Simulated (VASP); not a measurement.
WS2: band structure with LDA

Slab: WS2, a slab with vacuum.

```xyz
6
Lattice="3.1584 0.0000 0.0000 -1.5792 2.7353 0.0000 0.0000 0.0000 27.2937" Properties=species:S:1:pos:R:3 pbc="T T T"
S     0.0000    1.8235    9.0436
S     0.0000    1.8235   12.1928
S     0.0000    0.0000   15.1131
S     0.0000    0.0000   18.2624
W     1.5792    0.9118   10.6201
W     0.0000    1.8235   16.6866
```

```json
{
  "Program": "VASP 6.6.1",
  "Task": "band structure",
  "Functional": "LDA",
  "Potentials or basis": "VASP PAW LDA potentials, release 64 (S, W_sv)",
  "Cutoff": "520 eV",
  "k mesh": "12 × 12 × 1",
  "Occupations": "gaussian, width 0.03 eV",
  "Spin": "no spin polarisation",
  "Dipole correction": "yes",
  "Further INCAR settings": "ALGO = Normal; EDIFF = 1e-07; NBANDS = 35"
}
```

```
Largest force                          : 0.504 eV/Å
Band gap on the k mesh                 : 1.32 eV, indirect (least direct gap 1.82 eV)
Band gap along the path                : 1.31 eV, indirect (least direct gap 1.82 eV)
Ionisation potential of the upper face : 5.43 eV
```

Forces in eV/Å, atoms in the order of the input:
```
S    0.000  0.000  0.504
S    0.000  0.000 -0.427
S    0.000  0.000  0.421
S    0.000  0.000 -0.502
W    0.000  0.000 -0.075
W    0.000  0.000  0.078
```

Levels at points of the mesh, in eV from the valence-band top:
```csv
k point,band 22,band 23,band 24,band 25,band 26,band 27,band 28,band 29,band 30,band 31
"(0.00, 0.00, 0.00)",-2.03,-1.98,-1.98,-0.81,0.00,2.41,2.41,2.49,2.49,2.59
"(0.50, 0.00, 0.00)",-2.46,-1.71,-1.56,-1.46,-1.33,2.42,2.50,2.77,2.94,3.42
```

Run time: 2.8 min on 4 MPI ranks on Intel(R) Xeon(R) Platinum 8375C CPU @ 2.90GHz (Ice Lake) (shared host), peak memory 0.42 GiB a rank.

Caveat: spin-orbit coupling is left out, which moves the levels of the heavy elements. Expect the measured gap to be larger: semilocal functionals such as LDA lack the derivative discontinuity.
